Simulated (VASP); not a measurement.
# Ca2ZrN2 (P-3m1) in VASP: density of states with PBE

Aim: the density of states of Ca2ZrN2 with PBE.

Program: VASP 6.6.1. These are calculated values, not measurements. Logs are shortened: lines on timing, memory, paths and dates and some standing lists are left out, and cuts for length are marked.

## (1) The crystal as given

It takes space group P-3m1 (No. 164, trigonal). Conventional cell: a = 3.366 Å, b = 3.366 Å, c = 8.899 Å, α = 90.00°, β = 90.00°, γ = 120.00°. Ca (site symmetry 3m) is surrounded by 3 N at 2.43 Å. Zr (site symmetry -3m) has 6 N at 2.31 Å as nearest neighbours. Around N (site symmetry 3m) lie 3 Zr at 2.31 Å and 3 Ca at 2.43 Å.

The cell was built by a generator and needn't be a form met in nature.

## (2) Density of states, PBE

POSCAR

```
Ca2ZrN2                                 
1.0
    3.3660847376      0.0000000000      0.0000000000
   -1.6830423688      2.9151148924      0.0000000000
    0.0000000000      0.0000000000      8.8990297728
  Ca              Zr              N             
     2     1     2
Direct
     0.6666666699999979    0.3333333300000021    0.3035721104415998
     0.3333333300000021    0.6666666699999979    0.6964278895584002
     0.0000000000000000    0.0000000000000000    0.0000000000000000
     0.6666666699999979    0.3333333300000021    0.8594681789655638
     0.3333333300000021    0.6666666699999979    0.1405318210344362
```

INCAR.step1

```
SYSTEM = Ca2ZrN2
  PREC = Accurate
  ENCUT = 520
  EDIFF = 1E-7
  ISMEAR = 0
  SIGMA = 0.1
  LREAL = .FALSE.
  LASPH = .TRUE.
  NELM = 80
  ALGO = Normal
  ISIF = 2
  LWAVE = .FALSE.
  LCHARG = .TRUE.
  LMAXMIX = 4
  GGA = PE
  NBANDS = 29
  KPAR = 4
```

KPOINTS.step1

```
Automatic mesh
0
G
  10 10 4
  0 0 0
```

INCAR.step2

```
SYSTEM = Ca2ZrN2
  PREC = Accurate
  ENCUT = 520
  EDIFF = 1E-7
  ISMEAR = -5
  SIGMA = 0.1
  LREAL = .FALSE.
  LASPH = .TRUE.
  NELM = 80
  ALGO = Normal
  ISIF = 2
  LWAVE = .FALSE.
  LCHARG = .FALSE.
  LMAXMIX = 4
  GGA = PE
  LORBIT = 10
  NBANDS = 29
  KPAR = 4
  NEDOS = 2001
  ICHARG = 11
```

KPOINTS.step2

```
Automatic mesh
0
G
  15 15 6
  0 0 0
```

Potentials or basis: VASP PAW PBE potentials, release 64 (Ca_sv, Zr_sv, N).

On the command line:

```bash
$ cat potpaw_PBE.64/Ca_sv/POTCAR potpaw_PBE.64/Zr_sv/POTCAR potpaw_PBE.64/N/POTCAR > POTCAR
$ cp INCAR.step1 INCAR
$ cp KPOINTS.step1 KPOINTS
$ mpirun -np 4 vasp_std > vasp.out
$ cp INCAR.step2 INCAR
$ cp KPOINTS.step2 KPOINTS
$ mpirun -np 4 vasp_std > vasp.out
```

OUTCAR:

```text
SYSTEM = Ca2ZrN2
   PREC = Accurate
   ENCUT = 520
   EDIFF = 1E-7
   ISMEAR = -5
   LREAL = .FALSE.
   LASPH = .TRUE.
   NELM = 80
   ISIF = 2
   GGA = PE
   LORBIT = 10
   ICHARG = 11

 ion  position               nearest neighbor table
   1  0.667  0.333  0.304-   5 2.43   5 2.43   5 2.43   3 3.33   3 3.33   3 3.33
   2  0.333  0.667  0.696-   4 2.43   4 2.43   4 2.43   3 3.33   3 3.33   3 3.33
   3  0.000  0.000  0.000-   4 2.31   5 2.31   5 2.31   4 2.31   4 2.31   5 2.31   1 3.33   2 3.33
                             2 3.33   1 3.33   2 3.33   1 3.33
   4  0.667  0.333  0.859-   3 2.31   3 2.31   3 2.31   2 2.43   2 2.43   2 2.43
   5  0.333  0.667  0.141-   3 2.31   3 2.31   3 2.31   1 2.43   1 2.43   1 2.43

  LATTYP: Found a hexagonal cell.
 ALAT       =     3.3660847376
 C/A-ratio  =     2.6437331400

  Lattice vectors:

 A1 = (   3.3660847376,   0.0000000000,   0.0000000000)
 A2 = (  -1.6830423688,   2.9151148924,   0.0000000000)
 A3 = (   0.0000000000,   0.0000000000,   8.8990297728)

Analysis of symmetry for initial positions (statically):
=====================================================================
 Subroutine PRICEL returns:
 Original cell was already a primitive cell.

 Routine SETGRP: Setting up the symmetry group for a
 hexagonal supercell.

 Subroutine GETGRP returns: Found 12 space group operations
 (whereof 12 operations were pure point group operations)
 out of a pool of 24 trial point group operations.

The static configuration has the point symmetry D_3d.

Analysis of symmetry for dynamics (positions and initial velocities):
=====================================================================
 Subroutine PRICEL returns:
 Original cell was already a primitive cell.

 Routine SETGRP: Setting up the symmetry group for a
 hexagonal supercell.

 Subroutine GETGRP returns: Found 12 space group operations
 (whereof 12 operations were pure point group operations)
 out of a pool of 24 trial point group operations.

The dynamic configuration has the point symmetry D_3d.

 Subroutine INISYM returns: Found 12 space group operations
 (whereof 12 operations are pure point group operations),
 and found     1 'primitive' translations

----------------------------------------------------------------------------------------

                                     Primitive cell

  volume of cell :      87.3219

  direct lattice vectors                    reciprocal lattice vectors
     3.366084738  0.000000000  0.000000000     0.297081053  0.171519826  0.000000000
    -1.683042369  2.915114892  0.000000000     0.000000000  0.343039653  0.000000000
     0.000000000  0.000000000  8.899029773     0.000000000  0.000000000  0.112371801

  length of vectors
     3.366084738  3.366084736  8.899029773     0.343039652  0.343039653  0.112371801

  position of ions in fractional coordinates (direct lattice)
     0.666666670  0.333333330  0.303572110
     0.333333330  0.666666670  0.696427890
     0.000000000  0.000000000  0.000000000
     0.666666670  0.333333330  0.859468179
     0.333333330  0.666666670  0.140531821

  ion indices of the primitive-cell ions
   primitive index   ion index
                 1           1
                 2           2
                 3           3
                 4           4
                 5           5

----------------------------------------------------------------------------------------

 KPOINTS: Automatic mesh

Automatic generation of k-mesh.
 Grid dimensions read from file:
 generate k-points for:   15   15    6

 Generating k-lattice:

  Cartesian coordinates                     Fractional coordinates (reciprocal lattice)
     0.019805404  0.011434655  0.000000000     0.066666667  0.000000000  0.000000000
     0.000000000  0.022869310  0.000000000     0.000000000  0.066666667  0.000000000
     0.000000000  0.000000000  0.018728633     0.000000000  0.000000000  0.166666667

  Length of vectors
     0.022869310  0.022869310  0.018728633

  Shift w.r.t. Gamma in fractional coordinates (k-lattice)
     0.000000000  0.000000000  0.000000000

 TETIRR: Found   1946 inequivalent tetrahedra from     8100

 Subroutine IBZKPT returns following result:
 ===========================================

 Found    146 irreducible k-points:

 Following reciprocal coordinates:
            Coordinates               Weight
  0.000000  0.000000  0.000000      1.000000
  0.066667 -0.000000  0.000000      6.000000
  0.133333  0.000000  0.000000      6.000000
  0.200000 -0.000000  0.000000      6.000000
  0.266667  0.000000  0.000000      6.000000
  0.333333 -0.000000  0.000000      6.000000
[... 16 lines left out ...]
  0.333333  0.200000  0.000000     12.000000
  0.400000  0.200000  0.000000      6.000000
 [... further k-points ...]
   k-points           NKPTS =    146   k-points in BZ     NKDIM =    146   number of bands    NBANDS=     29
   number of dos      NEDOS =   2001   number of ions     NIONS =      5
   total plane-waves  NPLWV =  54880
   dimension x,y,z NGX =    28 NGY =   28 NGZ =   70
   dimension x,y,z NGXF=    56 NGYF=   56 NGZF=  140
   ions per type =               2   1   2
   NGX,Y,Z   is equivalent  to a cutoff of  13.83, 13.83, 13.08 a.u.
   NGXF,Y,Z  is equivalent  to a cutoff of  27.66, 27.66, 26.15 a.u.
 SYSTEM =  Ca2ZrN2
   PREC   = accura    normal or accurate (medium, high low for compatibility)
   ISTART =      0    job   : 0-new  1-cont  2-samecut
   ICHARG =     11    charge: 1-file 2-atom 10-const
   ISPIN  =      1    spin polarized calculation?
   LNONCOLLINEAR =      F non collinear calculations
   LSORBIT =      F    spin-orbit coupling
   LASPH  =      T    aspherical Exc in radial PAW
   ENCUT  =  520.0 eV  38.22 Ry    6.18 a.u.   6.26  6.26 16.55*2*pi/ulx,y,z
   NELM   =     80;   NELMIN=  2; NELMDL=  0     # of ELM steps
   EDIFF  = 0.1E-06   stopping-criterion for ELM
   LREAL  =      F    real-space projection
   EDIFFG = 0.1E-05   stopping-criterion for IOM
   NSW    =      0    number of steps for IOM
   IBRION =     -1    ionic relax: 0-MD 1-quasi-New 2-CG
   NFREE  =      0    steps in history (QN), initial steepest desc. (CG)
   ISIF   =      2    stress and relaxation
   ISYM   =      2    0-nonsym 1-usesym 2-fastsym
   POTIM  = 0.5000    time-step for ionic-motion
   TEBEG  =    0.0;   TEEND  =   0.0 temperature during run
   PSTRESS=    0.0 pullay stress
   NELECT =      42.0000    total number of electrons
   NUPDOWN=      -1.0000    fix difference up-down
   EMIN   =  10.00;   EMAX   =-10.00  energy-range for DOS
   EFERMI =   0.00;   METHOD = LEGACY
   ISMEAR =    -5;   SIGMA  =   0.10  broadening in eV -4-tet -1-fermi 0-gaus
   EFERMI_NEDOS =   21; number of points for ismear=-14 and -15
   IALGO  =     38    algorithm
   IMIX   =      4    mixing-type and parameters
     AMIX     =   0.40;   BMIX     =  1.00
     AMIX_MAG =   1.60;   BMIX_MAG =  1.00
  volume/ion in A,a.u.               =      17.46       117.86
  Fermi-wavevector in a.u.,A,eV,Ry     =   1.282676  2.423905 22.385073  1.645256
  Thomas-Fermi vector in A             =   2.414973
   LORBIT       =     10    0 simple, 1 ext, 2 COOP (PROOUT), +10 PAW based schemes
   GGA     = PE    functional components
   LHFCALC =     F    Hartree Fock is set to
   AEXX    =    0.0000 exact exchange contribution
   IVDW    =     0    specifies the selected vdW correction
   LEPSILON=     F    determine dielectric tensor
   LRPA    =     F    only Hartree local field effects (RPA)
 non-spin polarized calculation
 Fermi weights with tetrahedron method with Bloechl corrections
  energy-cutoff  :      520.00
  volume of cell :       87.32
 maximum number of plane-waves:      2385
 NGX is ok and might be reduce to    28

 number of electron      41.9999999 magnetization

 Free energy of the ion-electron system (eV)
  ---------------------------------------------------
  ext. energy  EPLUGINS =         0.00000000
  ---------------------------------------------------
  free energy    TOTEN  =       -34.98820082 eV

  energy without entropy =      -34.98820082  energy(sigma->0) =      -34.98820082

 E-fermi :   5.9493     XC(G=0): -10.2008

 val. band max:        5.9561035101   @ k =   0.3333   0.2000   0.5000
 cond. band min:       5.9073033173   @ k =   0.3333   0.1333   0.0000
 fundamental gap:     -0.0488001927
 Fermi energy:         5.9493325282

 k-point     1 :       0.0000    0.0000    0.0000
  band No.  band energies     occupation
      1     -43.4290      2.00000
      2     -34.8225      2.00000
      3     -34.8174      2.00000
      4     -21.6104      2.00000
      5     -21.2149      2.00000
      6     -21.2149      2.00000
[... 21 lines left out ...]
     28       9.5209      0.00000
     29       9.7927      0.00000

 k-point     2 :       0.0667   -0.0000    0.0000
  band No.  band energies     occupation
      1     -43.4265      2.00000
      2     -34.8195      2.00000
      3     -34.8145      2.00000
      4     -21.6042      2.00000
      5     -21.2426      2.00000
      6     -21.2205      2.00000
[... 21 lines left out ...]
     28       9.5523      0.00000
     29       9.8507      0.00000

 k-point     3 :       0.1333    0.0000    0.0000
  band No.  band energies     occupation
      1     -43.4195      2.00000
      2     -34.8110      2.00000
      3     -34.8062      2.00000
      4     -21.5868      2.00000
      5     -21.3198      2.00000
      6     -21.2361      2.00000
[... 21 lines left out ...]
     28       9.6905      0.00000
     29       9.9527      0.00000

 k-point     4 :       0.2000   -0.0000    0.0000
  band No.  band energies     occupation
      1     -43.4091      2.00000
      2     -34.7984      2.00000
      3     -34.7940      2.00000
      4     -21.5613      2.00000
      5     -21.4309      2.00000
      6     -21.2591      2.00000
[... 21 lines left out ...]
     28       9.8857      0.00000
     29      10.2768      0.00000

 k-point     5 :       0.2667    0.0000    0.0000
  band No.  band energies     occupation
      1     -43.3971      2.00000
      2     -34.7838      2.00000
      3     -34.7801      2.00000
      4     -21.5627      2.00000
      5     -21.5243      2.00000
      6     -21.2853      2.00000
[... 21 lines left out ...]
     28      10.0039      0.00000
     29      10.3722      0.00000
[... 510 lines left out ...]
     28       9.7315      0.00000
     29      10.6854      0.00000

 k-point    22 :       0.2667    0.2000    0.0000
  band No.  band energies     occupation
      1     -43.3744      2.00000
      2     -34.7559      2.00000
      3     -34.7537      2.00000
      4     -21.6988      2.00000
      5     -21.4762      2.00000
      6     -21.4238      2.00000
[... 21 lines left out ...]
     28       9.8876      0.00000
     29      10.7060      0.00000

 k-point    23 :       0.3333    0.2000    0.0000
  band No.  band energies     occupation
      1     -43.3686      2.00000
      2     -34.7487      2.00000
      3     -34.7472      2.00000
      4     -21.7322      2.00000
      5     -21.4701      2.00000
      6     -21.4524      2.00000
[... 21 lines left out ...]
     28      10.1264      0.00000
     29      10.6548      0.00000

 k-point    24 :       0.4000    0.2000    0.0000
  band No.  band energies     occupation
      1     -43.3666      2.00000
      2     -34.7461      2.00000
      3     -34.7449      2.00000
      4     -21.7434      2.00000
      5     -21.4790      2.00000
      6     -21.4519      2.00000
[... 21 lines left out ...]
     28      10.2247      0.00000
     29      10.6645      0.00000

 [... further k-points ...]

------------------------ aborting loop because EDIFF is reached ----------------------------------------

  FORCE on cell =-STRESS in cart. coord.  units (eV):
  Direction    XX          YY          ZZ          XY          YZ          ZX
  --------------------------------------------------------------------------------------
  -------------------------------------------------------------------------------------
  Total        0.0625223      0.0625223      0.1860308      0.0000000      0.0000000      0.0000000
  in kB        1.1471544      1.1471544      3.4132814      0.0000000      0.0000000      0.0000000
  external PRESSURE =       1.9025301 kB  Pullay stress =       0.0000000 kB

 VOLUME and BASIS-vectors are now :
 -----------------------------------------------------------------------------
  energy-cutoff  :      520.00
  volume of cell :       87.32
      direct lattice vectors                 reciprocal lattice vectors
     3.366084738  0.000000000  0.000000000     0.297081053  0.171519826  0.000000000
    -1.683042369  2.915114892  0.000000000     0.000000000  0.343039653  0.000000000
     0.000000000  0.000000000  8.899029773     0.000000000  0.000000000  0.112371801

 POSITION                                       TOTAL-FORCE (eV/Angst)
 -----------------------------------------------------------------------------------
      1.68304      0.97170      2.70150        -0.000000      0.000000     -0.042829
     -0.00000      1.94341      6.19753        -0.000000      0.000000      0.042829
      0.00000      0.00000      0.00000         0.000000      0.000000      0.000000
      1.68304      0.97170      7.64843         0.000000     -0.000000     -0.002922
     -0.00000      1.94341      1.25060         0.000000      0.000000      0.002922
 -----------------------------------------------------------------------------------
    total drift:                                0.000000      0.000000     -0.000000

  FREE ENERGIE OF THE ION-ELECTRON SYSTEM (eV)
  ---------------------------------------------------
  free  energy   TOTEN  =       -34.9882008213 eV

  energy  without entropy=      -34.9882008213  energy(sigma->0) =      -34.98820082

 total charge

# of ion       s       p       d       tot
------------------------------------------
    1        2.061   5.862   0.326   8.249
    2        2.061   5.862   0.326   8.249
    3        2.169   6.034   1.502   9.705
    4        1.246   2.418   0.000   3.665
    5        1.246   2.418   0.000   3.665
--------------------------------------------------
tot          8.784  22.594   2.154  33.532
```

Wall time 49 s (4 MPI ranks of Intel Xeon 6975P-C (Granite Rapids), shared host); peak memory 0.48 GiB.

Results:

- Valence electrons inside the program's atomic spheres: Ca 8.25; Zr 9.71; N 3.67

Levels at points of the mesh, in eV from the Fermi level:
```tsv
k point	band 17	band 18	band 19	band 20	band 21	band 22	band 23	band 24	band 25	band 26
(0.00, 0.00, 0.00)	-4.01	-3.14	-2.25	-1.93	-1.93	1.27	1.27	1.62	1.65	2.76
(0.00, 0.00, 0.50)	-4.01	-3.75	-1.93	-1.93	-1.33	0.68	1.28	1.28	2.02	2.46
```

States per cell in windows of 1 eV (zero at the Fermi level; states under -8 eV left out):
| from (eV) | total | Zr3_d | N4_p | N5_p | Ca1_d | Ca2_d | Ca1_p |
| --- | --- | --- | --- | --- | --- | --- | --- |
| -8.0 | 0.00 | 0.00 | 0.00 | 0.00 | 0.00 | 0.00 | 0.00 |
| -7.0 | 0.00 | 0.00 | 0.00 | 0.00 | 0.00 | 0.00 | 0.00 |
| -6.0 | 0.85 | 0.09 | 0.13 | 0.13 | 0.01 | 0.01 | 0.00 |
| -5.0 | 3.31 | 0.41 | 0.56 | 0.56 | 0.03 | 0.03 | 0.02 |
| -4.0 | 4.70 | 0.61 | 0.93 | 0.93 | 0.08 | 0.08 | 0.03 |
| -3.0 | 3.39 | 0.11 | 0.76 | 0.76 | 0.10 | 0.10 | 0.02 |
| -2.0 | 0.76 | 0.03 | 0.05 | 0.05 | 0.02 | 0.02 | 0.02 |
| -1.0 | 1.23 | 0.19 | 0.02 | 0.02 | 0.08 | 0.08 | 0.02 |
| 0.0 | 1.97 | 0.42 | 0.05 | 0.05 | 0.17 | 0.17 | 0.02 |
| 1.0 | 3.77 | 0.53 | 0.10 | 0.10 | 0.51 | 0.51 | 0.04 |
| 2.0 | 3.47 | 1.01 | 0.17 | 0.17 | 0.39 | 0.39 | 0.02 |
| 3.0 | 3.66 | 1.48 | 0.12 | 0.12 | 0.48 | 0.48 | 0.01 |
| 4.0 | 3.13 | 0.41 | 0.05 | 0.05 | 0.83 | 0.83 | 0.01 |
| 5.0 | 0.02 | 0.00 | 0.00 | 0.00 | 0.01 | 0.01 | 0.00 |
| 6.0 | 0.00 | 0.00 | 0.00 | 0.00 | 0.00 | 0.00 | 0.00 |

Caveat: tetrahedron occupations give inexact forces and stress in metals.
